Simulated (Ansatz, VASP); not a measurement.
# Cross-check of ZrC between VASP and Ansatz

Aim: how closely do two programs agree when they are given the same cell, functional and k mesh? The cell is generated by rule, not measured, and may not be a known phase. The cell is taken from a series of runs on this material, whose earlier steps may have relaxed, scaled, displaced or heated it; both programs get it as it stands.

Calculated with Ansatz 0.2.0; plane waves, with VASP 6.6.1 beside it; single point at LDA.

The structure was built from a prototype and need not be the compound's stable phase.

### 1. The starting structure

It takes space group P4/nmm (No. 129, tetragonal). Conventional cell: a = 4.060 Å, b = 4.060 Å, c = 2.871 Å, α = 90.00°, β = 90.00°, γ = 90.00°. Nearest to Zr lie 8 C at 2.44 to 2.53 Å. Nearest to C lie 8 Zr at 2.44 to 2.53 Å. Farther neighbours are not listed.

### 2. Ansatz: single point, LDA, pair 1

Ansatz runs on its default PAW (the set named soft_2) files.

With cell and atoms fixed, the geometry can't cause a difference; cores, projectors, grids and the points listed under the comparison can.

Contents of input.yaml:

```yaml
crystal:
  lattice:
    - [-2.8705367897, 0.0, 0.0]
    - [0.0, -2.8705367897, -2.8705367897]
    - [0.0, -2.8705367897, 2.8705367897]
  atoms:
    - { symbol: Zr, position: [1.0, 0.5, 0.5] }
    - { symbol: Zr, position: [1.0, 1.0, 0.0] }
    - { symbol: C, position: [0.5278693519, 0.0, 0.5] }
    - { symbol: C, position: [0.4721306481, 0.5, 0.0] }
kpoints:
  mp_grid: { grid: [12, 10, 10] }
hamiltonian:
  xc: lda
scf:
  occupations: { method: methfessel_paxton, width: 0.15 }
output:
  forces: true
  stress: true
  eigenvalues: true
```

The run is started by

```sh
$ ansatz run input.yaml --threads 4 --pin off --max-ram 7168MiB --backend cpu --events-out ev --progress --plain --runs-dir out
```

Numbers of over 12 decimals in the logs are rounded to 6 here.

What it wrote:

```text
Engine: ansatz 0.2.0, aarch64-unknown-linux-gnu
Pseudopotentials: kind: paw
Pseudopotential: Zr, paw, valence charge 12, recommended cutoff 420 eV (normal), Zr.paw.azcp
Pseudopotential: C, paw, valence charge 4, recommended cutoff 420 eV (normal), C.paw.azcp
Functional definition: SPW92
  exchange = slater_x
  correlation = pw_c
Crystal: 4 atoms, lattice volume = 47.306 Å³
Basis set: ecut = 420 eV, 929 PW (Γ)
Bands: 20, of which v1, the nominal top of the filled ones, is band 16 counted from 1 (15 counted from 0)
Symmetry: 16 space group operations
Space group: P4/nmm (ITA 129), of the structure as read, at distance tolerance 3.6e-5 Å
k-points: 147 of 1200
Non-local potential: Zr, projectors of the file, l = 0: 3, l = 1: 2, l = 2: 2, l = 3: 2
Non-local potential: C, projectors of the file, l = 0: 2, l = 1: 2, l = 2: 1
PAW form: soft (Blöchl's): semilocal exchange-correlation on the pseudo side does not see the compensation charge
PAW frozen core: Zr, regenerated for the run's functional, and the local potential with it (the file was generated under x = pbe(κ = 0.804, μ = 0.219515), c = pbe(β = 0.066725))
PAW frozen core: C, regenerated for the run's functional, and the local potential with it (the file was generated under x = pbe(κ = 0.804, μ = 0.219515), c = pbe(β = 0.066725))
PAW one-centre angular grid: Zr, 590 points (default); XC on 64 Gauss nodes
PAW one-centre angular grid: C, 110 points (default); XC on 64 Gauss nodes
Initial density: superposition of atomic densities (neutral atoms: chi_scale 0, normalization atom), corrected by the library's trained network
Initial wavefunctions: pseudopotential atomic-orbital guess
Functional: x = slater, c = lda
SCF iter   1: F=—  HF=-8639.823199 eV  |F-HF|=—  |Δ(HF+E_count)|=         —  Δρ=9.71e-3  dr2=5.53e-2  ethr=1.77e-3  ⟨swp⟩=4.7  Hψ=12340  notcnv=0
preconditioner: auto → Kerker (q_TF=auto, 2.556 Å⁻¹)  [metal: Δε(μ)=0.010 eV  Ē_g=15.975 eV  σ=0.150 eV  W_gap=0.06  n_scr=10 (ndim 8)  ℏωp=28.6 eV  f_vac=0.000  D(μ)=4.93/eV (n_scr^D=62)]
SCF iter   2: F=—  HF=-8639.814026 eV  |F-HF|=—  |Δ(HF+E_count)|=   9.17e-3  S|Δr|=    0.00e0  Δρ=3.80e-3  dr2=2.20e-3  ethr=1.73e-4  ⟨swp⟩=1.1  Hψ=4139  notcnv=0
SCF iter   3: F=—  HF=-8639.814031 eV  |F-HF|=—  |Δ(HF+E_count)|=   5.02e-6  S|Δr|=    0.00e0  Δρ=2.08e-3  dr2=6.69e-4  ethr=6.88e-6  ⟨swp⟩=2.0  Hψ=3884  notcnv=0
SCF iter   4: F=—  HF=-8639.814020 eV  |F-HF|=—  |Δ(HF+E_count)|=   1.10e-5  S|Δr|=    0.00e0  Δρ=8.86e-4  dr2=1.27e-4  ethr=2.09e-6  ⟨swp⟩=1.0  Hψ=2936  notcnv=0
SCF iter   5: F=—  HF=-8639.814020 eV  |F-HF|=—  |Δ(HF+E_count)|=   7.44e-7  S|Δr|=    0.00e0  Δρ=1.91e-4  dr2=5.98e-6  ethr=3.95e-7  ⟨swp⟩=1.0  Hψ=2936  notcnv=0
SCF iter   6: F=—  HF=-8639.814022 eV  |F-HF|=—  |Δ(HF+E_count)|=   1.51e-6  S|Δr|=    0.00e0  Δρ=1.98e-5  dr2=8.65e-8  ethr=3.13e-10  ⟨swp⟩=3.7  Hψ=11532  notcnv=0
SCF iter   7: F=-8639.814022 eV  HF=-8639.814022 eV  |F-HF|=1.56e-10  |Δ(HF+E_count)|=   4.94e-9  S|Δr|=    0.00e0  Δρ=1.28e-6  dr2=4.29e-10  ethr=2.70e-10  ⟨swp⟩=2.1  Hψ=8866  notcnv=0
SCF 1 converged in 7 iterations: F = -8639.814022 eV  dr2 = 4.29e-10
  greatest PAW one-centre occupation: 0.998 electrons in one spin orbital (limit 2), on the Zr atom at site 1 (counted from 0), in its partial waves of l = 0
SCF converged after 7 iterations
Stability not checked: this state was not tested for a lower state beside it, because cold or Methfessel-Paxton smearing, or corrected tetrahedra, fill the levels in a way that the test cannot read (fill_not_monotonic; see scf.lower_state_search)
Free energy (F): -8639.814022 eV
Harris-Foulkes:  -8639.814022 eV  (|F-HF|=1.56e-10)
Internal energy: -8639.813375 eV  (E = F + TS)
E sigma→0 (E₀):  -8639.813860 eV
Entropy (-TS):   -0.000646 eV (-0.162 meV/atom)
Fermi energy:    16.545242 eV
--- Per-component energies (eV) ---
  E_band       = -45.405218
  E_kinetic    = 850.180582
  E_local      = -1067.257561  (includes V_loc(G=0)·N_el)
  E_nonlocal   = 222.695242
  E_hartree    = 317.075066
  E_xc         = -420.521823
  E_vxc        = -505.309412  (∫ρ·V_xc dr)
  E_paw        = -5880.107554  (= ΣΔE_a)
  E_vpaw       = -179.864075  (= ΣTr[D̂ρ^β])
  E_aug_tail   = 0.000057  (compensation charges beyond the density's cutoff)
  E_ewald      = -2662.743850
  E_core_change = 0.866467  (= ΣΔE_core)
  E_smearing   = -0.000646  (= −TS)
  E_closure    = 0.000000  (closes the sum)
  Σ components = -8639.814022   (vs F -8639.814022, Δ=0.00e0)
--- Forces (eV/Å), atoms counted from 1 ---
  atom   1  Zr     0.00000000    -0.00000000    -0.00000000
  atom   2  Zr     0.00000000     0.00000000    -0.00000000
  atom   3  C     -0.25205218     0.00000000    -0.00000000
  atom   4  C      0.25205218    -0.00000000     0.00000000
  max |Σ_I F_I| component: 5.20e-18 eV/Å
--- Stress (GPa, compression-positive) ---
       -1.042988       0.000000      -0.000000
        0.000000       1.570610       0.000000
       -0.000000       0.000000       1.570610
  P = ⅓ Tr σ = 0.6994 GPa (6.994 kbar)
--- Band table (eV; the first three rows and the last of 147) ---
  k-point 0: bands = [... 12 lower, 14.4233, 14.4461, 15.9135, 17.7000, 17.7000, 17.8451, 18.6260, 19.4679]
  k-point 1: bands = [... 12 lower, 14.4363, 14.4681, 16.2113, 17.4086, 17.6941, 17.7928, 18.1192, 19.5191]
  k-point 2: bands = [... 12 lower, 14.4721, 14.5212, 16.6509, 16.8075, 17.3475, 17.4557, 18.0759, 19.6714]
  k-point 146: bands = [... 12 lower, 14.4113, 14.4113, 15.8407, 15.8407, 18.6136, 18.6136, 19.3122, 19.3122]
```

The run ends at a pressure of 0.70 GPa, with forces up to 0.25 eV/Å.

### 3. VASP: single point, LDA, pair 1

The same cell, functional (in two slightly different forms), mesh and smearing now go to VASP, with its own data sets.

Lines of VASP's logs that name or quote its potential files are left out, and so is its time.

Contents of INCAR:

```
SYSTEM = ZrC
PREC = Accurate
ENCUT = 600
EDIFF = 1E-06
NELM = 120
ISMEAR = 1
SIGMA = 0.15
LREAL = .FALSE.
ALGO = Normal
GGA = PW92
NBANDS = 22
LASPH = .TRUE.
LORBIT = 11
LWAVE = .FALSE.
LCHARG = .FALSE.
ISIF = 2
GGA_COMPAT = .FALSE.
KPAR = 2
```

Contents of POSCAR:

```
ZrC
1.0
   -2.8705367897      0.0000000000      0.0000000000
    0.0000000000     -2.8705367897     -2.8705367897
    0.0000000000     -2.8705367897      2.8705367897
Zr C
2 2
Direct
    0.0000000000      0.5000000000      0.5000000000
    0.0000000000      0.0000000000      0.0000000000
    0.5278693519      0.0000000000      0.5000000000
    0.4721306481      0.5000000000      0.0000000000
```

Contents of KPOINTS:

```
Automatic mesh
0
Gamma
12 10 10
0 0 0
```

The projector-augmented-wave data sets are Zr_sv and C (LDA family, release 64).

The run is started by

```sh
$ mpirun -np 2 vasp_std
```

What it wrote:

```text
[banner, memory and clock lines left out]
running    2 mpi-ranks, on    1 nodes
 distrk:  each k-point on    1 cores,    2 groups
 distr:  one band on    1 cores,    1 groups

 POSCAR found type information on POSCAR ZrC
 POSCAR found :  2 types and       4 ions
|                                                                             |
|               ----> ADVICE to this user running VASP <----                  |
|                                                                             |
|     You enforced a specific xc type in the INCAR file but a different       |
|     [... a line on the potential file left out ...]
|     I HOPE YOU KNOW WHAT YOU ARE DOING!                                     |
|                                                                             |

 LDA part: xc-table for (Slater(with rela. corr.)+PW92), standard interpolation
 POSCAR, INCAR and KPOINTS ok, starting setup
 FFT: planning ... GRIDC
 FFT: planning ... GRID_SOFT
 FFT: planning ... GRID
 WAVECAR not read
 entering main loop
       N       E                     dE             d eps       ncg     rms          rms(c)
DAV:   1     0.286063690827E+03    0.28606E+03   -0.19040E+04  6468   0.166E+03
DAV:   2    -0.219350590447E+02   -0.30800E+03   -0.29457E+03  7412   0.423E+02
DAV:   3    -0.441900340274E+02   -0.22255E+02   -0.21408E+02 11646   0.924E+01
DAV:   4    -0.447707558809E+02   -0.58072E+00   -0.57970E+00  8168   0.146E+01
DAV:   5    -0.447939806928E+02   -0.23225E-01   -0.23222E-01 10024   0.233E+00    0.276E+01
DAV:   6    -0.390845627721E+02    0.57094E+01   -0.50623E+01  7416   0.327E+01    0.132E+01
DAV:   7    -0.377791686592E+02    0.13054E+01   -0.74840E+00  7706   0.129E+01    0.956E+00
DAV:   8    -0.377422166650E+02    0.36952E-01   -0.51481E-01  7794   0.485E+00    0.157E+00
DAV:   9    -0.377371568721E+02    0.50598E-02   -0.48394E-02  8930   0.153E+00    0.649E-01
DAV:  10    -0.377381042987E+02   -0.94743E-03   -0.91490E-03  7768   0.919E-01    0.303E-01
DAV:  11    -0.377377763267E+02    0.32797E-03   -0.20889E-03  7572   0.437E-01    0.417E-02
DAV:  12    -0.377377730312E+02    0.32955E-05   -0.10679E-04  9538   0.714E-02    0.210E-02
DAV:  13    -0.377377706350E+02    0.23962E-05   -0.82688E-06  7978   0.242E-02    0.317E-03
DAV:  14    -0.377377705594E+02    0.75622E-07   -0.68901E-07  4786   0.634E-03
   1 F= -.37737771E+02 E0= -.37737541E+02  d E =-.690017E-03
```

Parts of OUTCAR (step 3):

```text
ion  position               nearest neighbor table
   1  0.000  0.500  0.500-   3 2.44   4 2.44   4 2.44   3 2.44   3 2.53   3 2.53   4 2.53   4 2.53
                             2 2.87   2 2.87   2 2.87   2 2.87
   2  0.000  0.000  0.000-   3 2.44   4 2.44   3 2.44   4 2.44   3 2.53   3 2.53   4 2.53   4 2.53
                             1 2.87   1 2.87   1 2.87   1 2.87
   3  0.528  0.000  0.500-   1 2.44   2 2.44   2 2.44   1 2.44   1 2.53   2 2.53   2 2.53   1 2.53

  LATTYP: Found a simple tetragonal cell.
 ALAT       =     4.0595520593
 C/A-ratio  =     0.7071067812

 Subroutine GETGRP returns: Found 16 space group operations
 (whereof  8 operations were pure point group operations)

The static configuration has the point symmetry D_2d.
 The point group associated with its full space group is D_4h.

 Found    147 irreducible k-points:

   k-points           NKPTS =    147   k-points in BZ     NKDIM =    147   number of bands    NBANDS=     22

   dimension x,y,z NGX =    24 NGY =   32 NGZ =   32
   dimension x,y,z NGXF=    48 NGYF=   64 NGZF=   64

   ENCUT  =  600.0 eV  44.10 Ry    6.64 a.u.   5.73  8.11  8.11*2*pi/ulx,y,z

   NELECT =      32.0000    total number of electrons

 k-points in reciprocal lattice and weights: Automatic mesh
   0.00000000  0.00000000  0.00000000       0.001
   0.08333333  0.00000000  0.00000000       0.002
   0.16666667  0.00000000  0.00000000       0.002
   0.25000000  0.00000000  0.00000000       0.002
   0.33333333  0.00000000  0.00000000       0.002
   0.41666667  0.00000000  0.00000000       0.002
   0.50000000  0.00000000  0.00000000       0.001
   0.00000000  0.10000000  0.00000000       0.003
   0.08333333  0.10000000  0.00000000       0.007
[...]
0.41666667  0.50000000  0.50000000       0.002
   0.50000000  0.50000000  0.50000000       0.001

 average (electrostatic) potential at core
       1 -71.7958       2 -71.7958       3 -47.2023       4 -47.2023

 E-fermi :  10.8989

 k-point     1 :       0.0000    0.0000    0.0000
  band No.  band energies     occupation
    ...
     11       8.7195      2.00000
     12       8.7840      2.00000
     13       8.7840      2.00000
     14       8.7951      2.00000
     15      10.2713      2.00000
     16      12.0560     -0.00000
     17      12.0560     -0.00000
     18      12.2020     -0.00000
     19      12.9786     -0.00000
     20      13.8159     -0.00000
    ...

 k-point     2 :       0.0833    0.0000    0.0000
  band No.  band energies     occupation
    ...
     11       8.3964      2.00000
     12       8.3964      2.00000
     13       8.7197      2.00000
     14       8.8586      2.00000
     15      10.6268      2.02777
     16      11.8726     -0.00000
     17      11.8838     -0.00000
     18      11.8838     -0.00000
     19      12.3746     -0.00000
     20      14.2131      0.00000
    ...

 k-point     3 :       0.1667    0.0000    0.0000
  band No.  band energies     occupation
    ...
     11       7.5567      2.00000
     12       7.5567      2.00000
     13       8.4452      2.00000
     14       9.0391      2.00000
     15      10.4676      2.00037
     16      11.3953     -0.00003
     17      11.3953     -0.00003
     18      11.6564     -0.00000
     19      12.4587     -0.00000
     20      15.1978      0.00000
    ...

  Total       -0.2471164      0.5295000      0.5295000      0.0000000      0.0000000      0.0000000
  in kB       -8.3693714     17.9331758     17.9331758      0.0000000      0.0000000      0.0000000
  external PRESSURE =       9.1656601 kB  Pullay stress =       0.0000000 kB

  energy-cutoff  :      600.00
  volume of cell :       47.31
      direct lattice vectors                 reciprocal lattice vectors
    -2.870536790  0.000000000  0.000000000    -0.348366899  0.000000000  0.000000000
     0.000000000 -2.870536790 -2.870536790     0.000000000 -0.174183450 -0.174183450
     0.000000000 -2.870536790  2.870536790     0.000000000 -0.174183450  0.174183450

 POSITION                                       TOTAL-FORCE (eV/Angst)
 -----------------------------------------------------------------------------------
      0.00000     -2.87054      0.00000         0.000000      0.000000      0.000000
      0.00000      0.00000      0.00000         0.000000      0.000000      0.000000
     -1.51527     -1.43527      1.43527        -0.244924     -0.000000     -0.000000
     -1.35527     -1.43527     -1.43527         0.244924      0.000000      0.000000
 -----------------------------------------------------------------------------------
    total drift:                               -0.000000     -0.000000      0.000000

  FREE ENERGIE OF THE ION-ELECTRON SYSTEM (eV)
  ---------------------------------------------------
  free  energy   TOTEN  =       -37.7377705594 eV

  energy  without entropy=      -37.7370805419  energy(sigma->0) =      -37.73754055

 total charge
# of ion       s       p       d       tot
------------------------------------------
    1        2.199   6.008   1.816  10.023
    2        2.199   6.008   1.816  10.023
    3        0.875   1.426   0.000   2.301
    4        0.875   1.426   0.000   2.301
--------------------------------------------------
tot          6.148  14.868   3.632  24.649

[... 3 further parts left out ...]
```

The run ends at a pressure of 0.92 GPa, with forces up to 0.24 eV/Å.

### 4. Comparison

Known differences besides the potentials themselves: the cutoff is 420 eV in Ansatz and 600 eV in VASP; VASP's log shows a relativistic correction to its local exchange, Ansatz's none. Total energies have different zeros and are not compared.

Both answers:

```csv
quantity,Ansatz,VASP,difference
pressure (GPa),0.70,0.92,-0.22
```

Forces (eV/Å; atoms numbered as in POSCAR):

```csv
atom,"Ansatz x, y, z","VASP x, y, z"
Zr1,"0.000, 0.000, 0.000","0.000, 0.000, 0.000"
Zr2,"0.000, 0.000, 0.000","0.000, 0.000, 0.000"
C3,"-0.252, 0.000, 0.000","-0.245, 0.000, 0.000"
C4,"0.252, 0.000, 0.000","0.245, 0.000, 0.000"
```

The forces differ by 2.9 meV/Å r.m.s., which is 2.9 % of the r.m.s. force of 0.100 eV/Å (both taken over all components).

### 5. Ansatz: single point, LDA, pair 2

With cell and atoms fixed, the geometry can't cause a difference; cores, projectors, grids and the points listed under the comparison can.

The cell is taken from a series of runs on this material, whose earlier steps may have relaxed, scaled, displaced or heated it; both programs get it as it stands.

input.yaml, the sections that differ from step 2:

```yaml
crystal:
  lattice:
    - [-2.8705367897, 0.0, 0.0]
    - [0.0, -2.8705367897, -2.8705367897]
    - [0.0, -2.8705367897, 2.8705367897]
  atoms:
    - { symbol: Zr, position: [1.0, 0.5, 0.5] }
    - { symbol: Zr, position: [1.0, 1.0, 0.0] }
    - { symbol: C, position: [0.5487713659, 0.0, 0.5] }
    - { symbol: C, position: [0.4512286341, 0.5, 0.0] }
output:
  forces: true
  stress: true
  eigenvalues: true
  write_density: true
  write_potential: true
  elf: true
  volumetric_format: npy
# kpoints, hamiltonian, scf: as in step 2
```

The run is started by

```sh
$ ansatz run input.yaml --threads 4 --pin off --max-ram 7168MiB --backend cpu --events-out ev --progress --plain --runs-dir out
```

What it wrote:

```text
[...]
Crystal: 4 atoms, lattice volume = 47.306 Å³
Basis set: ecut = 420 eV, 929 PW (Γ)
Bands: 20, of which v1, the nominal top of the filled ones, is band 16 counted from 1 (15 counted from 0)
Symmetry: 16 space group operations
[...]
k-points: 147 of 1200
[...]
--- Band table (eV; the first three rows and the last of 147) ---
  k-point 0: bands = [... 12 lower, 14.4519, 14.4529, 15.9032, 17.4799, 17.4799, 17.8520, 18.8140, 19.7172]
  k-point 1: bands = [... 12 lower, 14.4632, 14.4720, 16.1985, 17.2289, 17.5804, 17.7158, 18.3309, 19.7647]
  k-point 2: bands = [... 12 lower, 14.4939, 14.5187, 16.6286, 16.6948, 17.3943, 17.6410, 17.8833, 19.9068]
  k-point 146: bands = [... 12 lower, 14.4149, 14.4149, 15.6924, 15.6924, 18.7765, 18.7765, 19.3087, 19.3087]
[key lines of the parts left out:]
SCF converged after 6 iterations
Free energy (F): -8639.862286 eV
Fermi energy:    16.499906 eV
P = ⅓ Tr σ = 1.8254 GPa (18.254 kbar)
```

The run ends at a pressure of 1.83 GPa, with forces up to 0.55 eV/Å.

### 6. VASP: single point, LDA, pair 2

The same cell, functional (in two slightly different forms), mesh and smearing now go to VASP, with its own data sets.

INCAR is that of step 3.

POSCAR, as its differences from that of step 3:

```diff
@@ -10,3 +10,3 @@
     0.0000000000      0.0000000000      0.0000000000
-    0.5278693519      0.0000000000      0.5000000000
-    0.4721306481      0.5000000000      0.0000000000
+    0.5487713659      0.0000000000      0.5000000000
+    0.4512286341      0.5000000000      0.0000000000
```

KPOINTS is that of step 3.

The run is started by

```sh
$ mpirun -np 2 vasp_std
```

What it wrote:

```text
[banner, memory and clock lines left out]
running    2 mpi-ranks, on    1 nodes
[...]
[... a notice as in an earlier step ...]

 LDA part: xc-table for (Slater(with rela. corr.)+PW92), standard interpolation
 POSCAR, INCAR and KPOINTS ok, starting setup
[...]
entering main loop
       N       E                     dE             d eps       ncg     rms          rms(c)
DAV:   1     0.286447723599E+03    0.28645E+03   -0.19043E+04  6468   0.166E+03
DAV:   2    -0.219783871217E+02   -0.30843E+03   -0.29485E+03  7418   0.423E+02
DAV:   3    -0.442358139090E+02   -0.22257E+02   -0.21460E+02 11638   0.925E+01
DAV:   4    -0.448218440699E+02   -0.58603E+00   -0.58503E+00  8122   0.147E+01
[...]
DAV:  12    -0.377849124545E+02    0.39398E-05   -0.99579E-05  9632   0.703E-02    0.211E-02
DAV:  13    -0.377849102737E+02    0.21809E-05   -0.73885E-06  7838   0.216E-02    0.302E-03
DAV:  14    -0.377849101954E+02    0.78221E-07   -0.52608E-07  4974   0.582E-03
   1 F= -.37784910E+02 E0= -.37784908E+02  d E =-.622933E-05
```

OUTCAR, selected parts (step 6):

```text
  Total       -0.9996719      1.4083301      1.4083301      0.0000000      0.0000000      0.0000000
  in kB      -33.8570206     47.6975078     47.6975078      0.0000000      0.0000000      0.0000000
  external PRESSURE =      20.5126650 kB  Pullay stress =       0.0000000 kB

 POSITION                                       TOTAL-FORCE (eV/Angst)
 -----------------------------------------------------------------------------------
      0.00000     -2.87054      0.00000         0.000000      0.000000      0.000000
      0.00000      0.00000      0.00000         0.000000      0.000000      0.000000
     -1.57527     -1.43527      1.43527        -0.543250     -0.000000     -0.000000
     -1.29527     -1.43527     -1.43527         0.543250      0.000000     -0.000000
 -----------------------------------------------------------------------------------
    total drift:                               -0.000000     -0.000000     -0.000000

  FREE ENERGIE OF THE ION-ELECTRON SYSTEM (eV)
  ---------------------------------------------------
  free  energy   TOTEN  =       -37.7849101954 eV

  energy  without entropy=      -37.7849039661  energy(sigma->0) =      -37.78490812

[... 2 parts as in an earlier step ...]

[... 1 further part left out ...]
[key lines of the parts left out:]
E-fermi :  10.8528
```

The run ends at a pressure of 2.05 GPa, with forces up to 0.54 eV/Å.

(Part 1 of 2 ends here.)

[Lines on the potential files, build, host, timing and source positions are cut from VASP's logs without a mark.]

[Logs are printed without paths, hosts, clocks, repeated set-up lines and the standing remarks that a program may print on its own settings, such as how far it seeks lower states.]

[Hosts, paths, dates, database ids (printed as entryN), source tags and the programs' standing remarks are cut or masked in the printed files.]
